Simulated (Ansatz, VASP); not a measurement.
**Cross-check of SbP between VASP and Ansatz**

Aim: how closely do two programs agree when they are given the same cell, functional and k mesh? The cell is generated by rule, not measured, and may not be a known phase. The cell is taken from a series of runs on this material, whose earlier steps may have relaxed, scaled, displaced or heated it; both programs get it as it stands.

Main program and level: Ansatz 0.2.0; plane waves, with VASP 6.6.1 beside it; single point at LDA.

The structure was built from a prototype and need not be the compound's stable phase.

## Step 1: Set-up

The structure is orthorhombic, space group C222_1 (No. 20). The conventional cell has a = 6.158 Å, b = 6.158 Å, c = 12.315 Å, α = 90.00°, β = 90.00°, γ = 90.00°. Nearest to Sb lie 4 P at 2.62 to 2.77 Å. Nearest to P lie 4 Sb at 2.63 to 2.71 Å. Nearest to P lie 4 Sb at 2.62 to 2.77 Å. Farther neighbours are not listed.

As a file:

```cif
data_structure
_symmetry_space_group_name_H-M 'P 1'
_symmetry_Int_Tables_number 1
_cell_length_a 4.3540
_cell_length_b 4.3540
_cell_length_c 12.3151
_cell_angle_alpha 90.000
_cell_angle_beta 90.000
_cell_angle_gamma 90.000
_cell_volume 233.47
loop_
_atom_site_label
_atom_site_type_symbol
_atom_site_fract_x
_atom_site_fract_y
_atom_site_fract_z
_atom_site_occupancy
Sb1 Sb 0.51040 0.44821 0.25000 1
Sb2 Sb 0.48960 0.55179 0.75000 1
Sb3 Sb 0.94821 0.01040 0.00000 1
Sb4 Sb 0.05179 0.98960 0.50000 1
P5 P 0.97898 0.52102 0.87500 1
P6 P 0.02102 0.47898 0.37500 1
P7 P 0.57308 0.07308 0.62500 1
P8 P 0.42692 0.92692 0.12500 1
```

## Step 2: VASP: single point, LDA, pair 1

With cell and atoms fixed, the geometry can't cause a difference; cores, projectors, grids and the points listed under the comparison can.

Lines of VASP's logs that name or quote its potential files are left out, and so is its time.

Input file INCAR:

```
SYSTEM = SbP
PREC = Accurate
ENCUT = 500
EDIFF = 1E-06
NELM = 120
ISMEAR = 1
SIGMA = 0.15
LREAL = .FALSE.
ALGO = Normal
GGA = PW92
NBANDS = 28
LORBIT = 11
LWAVE = .FALSE.
LCHARG = .FALSE.
ISIF = 2
LASPH = .TRUE.
GGA_COMPAT = .FALSE.
KPAR = 2
```

Input file POSCAR:

```
SbP
1.0
    0.0000000000     -3.0787780828     -3.0787780828
    0.0000000000      3.0787780828     -3.0787780828
   12.3151123313      0.0000000000      0.0000000000
Sb P
4 4
Direct
    0.5103950483      0.4482131331      0.2500000000
    0.4896049517      0.5517868669      0.7500000000
    0.9482131331      0.0103950483      0.0000000000
    0.0517868669      0.9896049517      0.5000000000
    0.9789837377      0.5210162623      0.8750000000
    0.0210162623      0.4789837377      0.3750000000
    0.5730809412      0.0730809412      0.6250000000
    0.4269190588      0.9269190588      0.1250000000
```

Input file KPOINTS:

```
Automatic mesh
0
Gamma
8 8 4
0 0 0
```

Potentials, in the order of the species: Sb and P (LDA family, release 64).

Command:

```console
$ mpirun -np 2 vasp_std
```

Numbers of over 12 decimals in the logs are rounded to 6 here.

Log:

```text
[banner, memory and clock lines left out]
running    2 mpi-ranks, on    1 nodes
 distrk:  each k-point on    1 cores,    2 groups
 distr:  one band on    1 cores,    1 groups

 POSCAR found type information on POSCAR SbP
 POSCAR found :  2 types and       8 ions
|                                                                             |
|               ----> ADVICE to this user running VASP <----                  |
|                                                                             |
|     You enforced a specific xc type in the INCAR file but a different       |
|     [... a line on the potential file left out ...]
|     I HOPE YOU KNOW WHAT YOU ARE DOING!                                     |
|                                                                             |

 LDA part: xc-table for (Slater(with rela. corr.)+PW92), standard interpolation
 POSCAR, INCAR and KPOINTS ok, starting setup
 FFT: planning ... GRIDC
 FFT: planning ... GRID_SOFT
 FFT: planning ... GRID
 WAVECAR not read
 entering main loop
       N       E                     dE             d eps       ncg     rms          rms(c)
DAV:   1     0.194555815234E+03    0.19456E+03   -0.13752E+04  3528   0.110E+03
DAV:   2    -0.197866190470E+02   -0.21434E+03   -0.20873E+03  4392   0.186E+02
DAV:   3    -0.397207919005E+02   -0.19934E+02   -0.19481E+02  4488   0.601E+01
DAV:   4    -0.402809336724E+02   -0.56014E+00   -0.55398E+00  4540   0.105E+01
DAV:   5    -0.402943255571E+02   -0.13392E-01   -0.13367E-01  4608   0.173E+00    0.918E+00
DAV:   6    -0.394562507706E+02    0.83807E+00   -0.28198E+00  4148   0.538E+00    0.570E+00
DAV:   7    -0.394233254666E+02    0.32925E-01   -0.33966E-01  4296   0.233E+00    0.200E+00
DAV:   8    -0.394099853240E+02    0.13340E-01   -0.27584E-02  4356   0.709E-01    0.539E-01
DAV:   9    -0.394093208947E+02    0.66443E-03   -0.41196E-03  4504   0.292E-01    0.146E-01
DAV:  10    -0.394093425446E+02   -0.21650E-04   -0.25066E-04  4616   0.715E-02    0.725E-02
DAV:  11    -0.394093355401E+02    0.70046E-05   -0.12088E-04  4060   0.406E-02    0.150E-02
DAV:  12    -0.394093312443E+02    0.42957E-05   -0.25285E-05  4104   0.209E-02    0.115E-02
DAV:  13    -0.394093314816E+02   -0.23726E-06   -0.20620E-06  2488   0.669E-03
   1 F= -.39409331E+02 E0= -.39406897E+02  d E =-.730241E-02
```

Parts of OUTCAR (step 2):

```text
ion  position               nearest neighbor table
   1  0.510  0.448  0.250-   8 2.62   6 2.63   6 2.71   8 2.77
   2  0.490  0.552  0.750-   7 2.62   5 2.63   5 2.71   7 2.77
   3  0.948  0.010  0.000-   8 2.62   5 2.63   5 2.71   8 2.77
   4  0.052  0.990  0.500-   7 2.62   6 2.63   6 2.71   7 2.77
   5  0.979  0.521  0.875-   2 2.63   3 2.63   2 2.71   3 2.71
   6  0.021  0.479  0.375-   1 2.63   4 2.63   4 2.71   1 2.71
   7  0.573  0.073  0.625-   2 2.62   4 2.62   2 2.77   4 2.77
   8  0.427  0.927  0.125-   1 2.62   3 2.62   3 2.77   1 2.77

  LATTYP: Found a simple tetragonal cell.
 ALAT       =     4.3540497202
 C/A-ratio  =     2.8284271248

 Subroutine GETGRP returns: Found  4 space group operations
 (whereof  1 operations were pure point group operations)

The static configuration has the point symmetry C_1 .
 The point group associated with its full space group is D_2 .

 Found     63 irreducible k-points:

   k-points           NKPTS =     63   k-points in BZ     NKDIM =     63   number of bands    NBANDS=     28

   dimension x,y,z NGX =    32 NGY =   32 NGZ =   90
   dimension x,y,z NGXF=    64 NGYF=   64 NGZF=  180

   ENCUT  =  500.0 eV  36.75 Ry    6.06 a.u.   7.94  7.94 22.45*2*pi/ulx,y,z

   NELECT =      40.0000    total number of electrons

 k-points in reciprocal lattice and weights: Automatic mesh
   0.00000000  0.00000000  0.00000000       0.004
   0.12500000  0.00000000  0.00000000       0.016
   0.25000000  0.00000000  0.00000000       0.016
   0.37500000  0.00000000  0.00000000       0.016
   0.50000000  0.00000000  0.00000000       0.008
   0.12500000  0.12500000  0.00000000       0.008
  -0.12500000  0.12500000  0.00000000       0.008
   0.25000000  0.12500000  0.00000000       0.016
  -0.12500000  0.25000000  0.00000000       0.016
[...]
0.50000000  0.37500000  0.50000000       0.016
   0.50000000  0.50000000  0.50000000       0.004

 average (electrostatic) potential at core
       1 -88.9777       2 -88.9777       3 -88.9777       4 -88.9777       5 -85.0002
       6 -85.0002       7 -84.9384       8 -84.9384

 E-fermi :   5.1008

 k-point     1 :       0.0000    0.0000    0.0000
  band No.  band energies     occupation
    ...
     19       4.4209      2.00000
     20       4.4267      2.00000
     21       4.5575      2.00000
     22       4.6711      2.00039
     23       4.7478      2.00436
     24       5.6268     -0.00001
     25       5.7725     -0.00000
     26       6.1236     -0.00000
     27       7.4527     -0.00000
     28       7.6647     -0.00000

 k-point     2 :       0.1250    0.0000    0.0000
  band No.  band energies     occupation
    ...
     17       3.1963      2.00000
     18       4.2577      2.00000
     19       4.4447      2.00000
     20       4.4712      2.00000
     21       5.0138      1.82144
     22       5.1865      0.18606
     23       5.2194      0.02476
     24       5.8129     -0.00000
     25       6.0430     -0.00000
     26       6.1457     -0.00000
    ...

 k-point     3 :       0.2500    0.0000    0.0000
  band No.  band energies     occupation
    ...
     16       2.6598      2.00000
     17       3.6484      2.00000
     18       3.8352      2.00000
     19       3.9435      2.00000
     20       4.5496      2.00000
     21       5.9133     -0.00000
     22       5.9993     -0.00000
     23       6.1945     -0.00000
     24       6.2788     -0.00000
     25       6.4296     -0.00000
    ...

  Total       -0.9201163     -0.5891572     -0.7484491      0.0000000      0.0000000      0.0000000
  in kB       -6.3143427     -4.0431198     -5.1362683      0.0000000      0.0000000      0.0000000
  external PRESSURE =      -5.1645769 kB  Pullay stress =       0.0000000 kB

  energy-cutoff  :      500.00
  volume of cell :      233.47
      direct lattice vectors                 reciprocal lattice vectors
     0.000000000 -3.078778083 -3.078778083     0.000000000 -0.162402092 -0.162402092
     0.000000000  3.078778083 -3.078778083     0.000000000  0.162402092 -0.162402092
    12.315112331  0.000000000  0.000000000     0.081201046  0.000000000  0.000000000

 POSITION                                       TOTAL-FORCE (eV/Angst)
 -----------------------------------------------------------------------------------
      3.07878     -0.19144     -2.95134        -0.009353     -0.307990      0.353469
      9.23633      0.19144     -3.20621        -0.009353      0.307990     -0.353469
      0.00000     -2.88733     -2.95134         0.009353      0.307990      0.353469
      6.15756      2.88733     -3.20621         0.009353     -0.307990     -0.353469
     10.77572     -1.40998     -4.61817        -0.000000      0.136680     -0.000000
      4.61817      1.40998     -1.53939        -0.000000     -0.136680     -0.000000
      7.69695     -1.53939     -1.98939        -0.000000      0.000000      0.057715
      1.53939      1.53939     -4.16817        -0.000000      0.000000     -0.057715
 -----------------------------------------------------------------------------------
    total drift:                                0.000000      0.000000     -0.000000

  FREE ENERGIE OF THE ION-ELECTRON SYSTEM (eV)
  ---------------------------------------------------
  free  energy   TOTEN  =       -39.4093314816 eV

  energy  without entropy=      -39.4020290704  energy(sigma->0) =      -39.40689734

 total charge
# of ion       s       p       d       tot
------------------------------------------
    1        1.264   1.075   0.051   2.390
    2        1.264   1.075   0.051   2.390
    3        1.264   1.075   0.051   2.390
    4        1.264   1.075   0.051   2.390
    5        1.134   1.310   0.000   2.444
    6        1.134   1.310   0.000   2.444
    7        1.139   1.302   0.000   2.441
    8        1.139   1.302   0.000   2.441
--------------------------------------------------
tot          9.602   9.524   0.205  19.331

[... 3 further parts left out ...]
```

The run ends at a pressure of -0.52 GPa, with forces up to 0.47 eV/Å.

## Step 3: Ansatz: single point, LDA, pair 1

Ansatz runs on its default PAW (the set named soft_2) files.

The same cell, functional (in two slightly different forms), mesh and smearing now go to Ansatz, which takes its cutoff from its data sets.

Input file input.yaml:

```yaml
crystal:
  lattice:
    - [0.0, -3.0787780828, -3.0787780828]
    - [0.0, 3.0787780828, -3.0787780828]
    - [12.3151123313, 0.0, 0.0]
  atoms:
    - { symbol: Sb, position: [0.5103950483, 0.4482131331, 0.25] }
    - { symbol: Sb, position: [0.4896049517, 0.5517868669, 0.75] }
    - { symbol: Sb, position: [-0.0517868669, 0.0103950483, 0.0] }
    - { symbol: Sb, position: [0.0517868669, -0.0103950483, 0.5] }
    - { symbol: P, position: [-0.0210162623, 0.5210162623, 0.875] }
    - { symbol: P, position: [0.0210162623, 0.4789837377, 0.375] }
    - { symbol: P, position: [0.5730809412, 0.0730809412, 0.625] }
    - { symbol: P, position: [0.4269190588, -0.0730809412, 0.125] }
kpoints:
  mp_grid: { grid: [8, 8, 4] }
hamiltonian:
  xc: lda
scf:
  occupations: { method: methfessel_paxton, width: 0.15 }
output:
  forces: true
  stress: true
  eigenvalues: true
```

Command:

```console
$ ansatz run input.yaml --threads 4 --pin off --max-ram 7168MiB --backend cpu --events-out ev --progress --plain --runs-dir out
```

Log:

```text
Engine: ansatz 0.2.0, aarch64-unknown-linux-gnu
Pseudopotentials: kind: paw
Pseudopotential: Sb, paw, valence charge 15, recommended cutoff 420 eV (normal), Sb.paw.azcp
Pseudopotential: P, paw, valence charge 5, recommended cutoff 420 eV (normal), P.paw.azcp
Functional definition: SPW92
  exchange = slater_x
  correlation = pw_c
Crystal: 8 atoms, lattice volume = 233.467 Å³
Basis set: ecut = 420 eV, 4513 PW (Γ)
Bands: 48, of which v1, the nominal top of the filled ones, is band 40 counted from 1 (39 counted from 0)
Symmetry: 4 space group operations
Space group: C2221 (ITA 20), of the structure as read, at distance tolerance 6.2e-5 Å
k-points: 63 of 256 (time reversal used)
Non-local potential: Sb, projectors of the file, l = 0: 2, l = 1: 2, l = 2: 2, l = 3: 2
Non-local potential: P, projectors of the file, l = 0: 2, l = 1: 2, l = 2: 2
PAW form: soft (Blöchl's): semilocal exchange-correlation on the pseudo side does not see the compensation charge
PAW frozen core: Sb, regenerated for the run's functional, and the local potential with it (the file was generated under x = pbe(κ = 0.804, μ = 0.219515), c = pbe(β = 0.066725))
PAW frozen core: P, regenerated for the run's functional, and the local potential with it (the file was generated under x = pbe(κ = 0.804, μ = 0.219515), c = pbe(β = 0.066725))
PAW one-centre angular grid: Sb, 590 points (default); XC on 64 Gauss nodes
PAW one-centre angular grid: P, 110 points (default); XC on 64 Gauss nodes
Initial density: superposition of atomic densities (neutral atoms: chi_scale 0, normalization atom), corrected by the library's trained network
Initial wavefunctions: pseudopotential atomic-orbital guess
Functional: x = slater, c = lda
SCF iter   1: F=—  HF=-28243.269087 eV  |F-HF|=—  |Δ(HF+E_count)|=         —  Δρ=6.35e-3  dr2=1.01e-1  ethr=1.77e-3  ⟨swp⟩=7.1  Hψ=12667  notcnv=0
preconditioner: auto → Kerker (q_TF=auto, 2.282 Å⁻¹)  [metal: Δε(μ)=0.004 eV  Ē_g=7.373 eV  σ=0.150 eV  W_gap=0.02  n_scr=56 (ndim 8)  ℏωp=15.4 eV  f_vac=0.006  D(μ)=5.46/eV (n_scr^D=32)]
SCF iter   2: F=—  HF=-28243.240466 eV  |F-HF|=—  |Δ(HF+E_count)|=   2.86e-2  S|Δr|=    0.00e0  Δρ=3.44e-3  dr2=2.51e-2  ethr=1.27e-4  ⟨swp⟩=2.0  Hψ=3986  notcnv=0
SCF iter   3: F=—  HF=-28243.232650 eV  |F-HF|=—  |Δ(HF+E_count)|=   7.82e-3  S|Δr|=    0.00e0  Δρ=5.30e-4  dr2=1.15e-3  ethr=3.14e-5  ⟨swp⟩=3.0  Hψ=5742  notcnv=0
SCF iter   4: F=—  HF=-28243.232332 eV  |F-HF|=—  |Δ(HF+E_count)|=   3.18e-4  S|Δr|=    0.00e0  Δρ=1.85e-4  dr2=1.40e-4  ethr=1.44e-6  ⟨swp⟩=3.0  Hψ=6329  notcnv=0
SCF iter   5: F=—  HF=-28243.232310 eV  |F-HF|=—  |Δ(HF+E_count)|=   2.17e-5  S|Δr|=    0.00e0  Δρ=6.29e-5  dr2=1.81e-5  ethr=1.75e-7  ⟨swp⟩=2.0  Hψ=3811  notcnv=0
SCF iter   6: F=—  HF=-28243.232290 eV  |F-HF|=—  |Δ(HF+E_count)|=   2.07e-5  S|Δr|=    0.00e0  Δρ=2.00e-5  dr2=1.86e-6  ethr=2.27e-8  ⟨swp⟩=2.4  Hψ=4104  notcnv=0
SCF iter   7: F=—  HF=-28243.232290 eV  |F-HF|=—  |Δ(HF+E_count)|=   1.42e-7  S|Δr|=    0.00e0  Δρ=6.43e-6  dr2=1.61e-7  ethr=2.33e-9  ⟨swp⟩=3.0  Hψ=5972  notcnv=0
SCF iter   8: F=-28243.232290 eV  HF=-28243.232290 eV  |F-HF|=1.13e-8  |Δ(HF+E_count)|=   8.13e-9  S|Δr|=    0.00e0  Δρ=2.45e-6  dr2=2.89e-8  ethr=1.25e-10  ⟨swp⟩=11.8  Hψ=14334  notcnv=0
SCF 1 converged in 8 iterations: F = -28243.232290 eV  dr2 = 2.89e-8
  greatest PAW one-centre occupation: 0.998 electrons in one spin orbital (limit 2), on the Sb atom at site 3 (counted from 0), in its partial waves of l = 2
SCF converged after 8 iterations
Stability not checked: this state was not tested for a lower state beside it, because cold or Methfessel-Paxton smearing, or corrected tetrahedra, fill the levels in a way that the test cannot read (fill_not_monotonic; see scf.lower_state_search)
Free energy (F): -28243.232290 eV
Harris-Foulkes:  -28243.232290 eV  (|F-HF|=1.13e-8)
Internal energy: -28243.225155 eV  (E = F + TS)
E sigma→0 (E₀):  -28243.230506 eV
Entropy (-TS):   -0.007135 eV (-0.892 meV/atom)
Fermi energy:    6.756647 eV
--- Per-component energies (eV) ---
  E_band       = -860.341680
  E_kinetic    = 1105.073181
  E_local      = -7808.222973  (includes V_loc(G=0)·N_el)
  E_nonlocal   = 1606.225126
  E_hartree    = 3435.112805
  E_xc         = -790.421726
  E_vxc        = -625.135213  (∫ρ·V_xc dr)
  E_paw        = -19863.374654  (= ΣΔE_a)
  E_vpaw       = -2008.503660  (= ΣTr[D̂ρ^β])
  E_aug_tail   = 0.000005  (compensation charges beyond the density's cutoff)
  E_ewald      = -5930.321619
  E_core_change = 2.704700  (= ΣΔE_core)
  E_smearing   = -0.007135  (= −TS)
  E_closure    = 0.000000  (closes the sum)
  Σ components = -28243.232290   (vs F -28243.232290, Δ=0.00e0)
--- Forces (eV/Å), atoms counted from 1 ---
  atom   1  Sb    -0.00994142    -0.28677522     0.35665407
  atom   2  Sb    -0.00994142     0.28677522    -0.35665407
  atom   3  Sb     0.00994142     0.28677522     0.35665407
  atom   4  Sb     0.00994142    -0.28677522    -0.35665407
  atom   5  P      0.00000000     0.15493088     0.00000000
  atom   6  P      0.00000000    -0.15493088     0.00000000
  atom   7  P      0.00000000     0.00000000     0.05099344
  atom   8  P      0.00000000     0.00000000    -0.05099344
  max |Σ_I F_I| component: 6.94e-18 eV/Å
--- Stress (GPa, compression-positive) ---
       -0.762533       0.000000       0.000000
        0.000000      -0.563748       0.000000
        0.000000       0.000000      -0.640329
  P = ⅓ Tr σ = -0.6555 GPa (-6.555 kbar)
--- Band table (eV; the first three rows and the last of 63) ---
  k-point 0: bands = [... 36 lower, 4.6972, 5.9227, 6.0737, 6.0818, 6.2146, 6.3263, 6.4093, 7.2904, ... 4 higher]
  k-point 1: bands = [... 36 lower, 4.9898, 5.8958, 5.9185, 6.1158, 6.1802, 6.3268, 6.5941, 7.1604, ... 4 higher]
  k-point 2: bands = [... 36 lower, 5.5242, 5.5242, 5.9394, 5.9394, 6.3110, 6.3110, 6.8766, 6.8766, ... 4 higher]
  k-point 62: bands = [... 36 lower, 6.1150, 6.1150, 6.5171, 6.5171, 6.8607, 6.8607, 7.2390, 7.2390, ... 4 higher]
```

Reading the cycles: dr2 is the Hartree energy of the density residual (eV), the measure of convergence; HF is the Harris–Foulkes estimate of the energy, which meets the free energy F at convergence.

The run ends at a pressure of -0.66 GPa, with forces up to 0.46 eV/Å.

## Step 4: Comparison

Known differences besides the potentials themselves: the data sets hold 80 valence electrons in Ansatz (on its default PAW (the set named soft_2) files) and 40 in VASP; the cutoff is 420 eV in Ansatz and 500 eV in VASP; VASP's log shows a relativistic correction to its local exchange, Ansatz's none. Total energies have different zeros and are not compared.

Compared:

```
      quantity  Ansatz   VASP  difference
pressure (GPa)   -0.66  -0.52       -0.14
```

Forces (eV/Å; atoms numbered as in POSCAR):

```
atom         Ansatz x, y, z           VASP x, y, z
 Sb1  -0.010, -0.287, 0.357  -0.009, -0.308, 0.353
 Sb2  -0.010, 0.287, -0.357  -0.009, 0.308, -0.353
 Sb3    0.010, 0.287, 0.357    0.009, 0.308, 0.353
 Sb4  0.010, -0.287, -0.357  0.009, -0.308, -0.353
  P5    0.000, 0.155, 0.000    0.000, 0.137, 0.000
  P6   0.000, -0.155, 0.000   0.000, -0.137, 0.000
  P7    0.000, 0.000, 0.051    0.000, 0.000, 0.058
  P8   0.000, 0.000, -0.051   0.000, 0.000, -0.058
```

The forces differ by 10 meV/Å r.m.s., which is 5.3 % of the r.m.s. force of 0.196 eV/Å (both taken over all components).

(Part 1 of 2 ends here.)

[Lines on the potential files, build, host, timing and source positions are cut from VASP's logs without a mark.]

[Logs are printed without paths, hosts, clocks, repeated set-up lines and the standing remarks that a program may print on its own settings, such as how far it seeks lower states.]

[Hosts, paths, dates, database ids (printed as entryN), source tags and the programs' standing remarks are cut or masked in the printed files.]
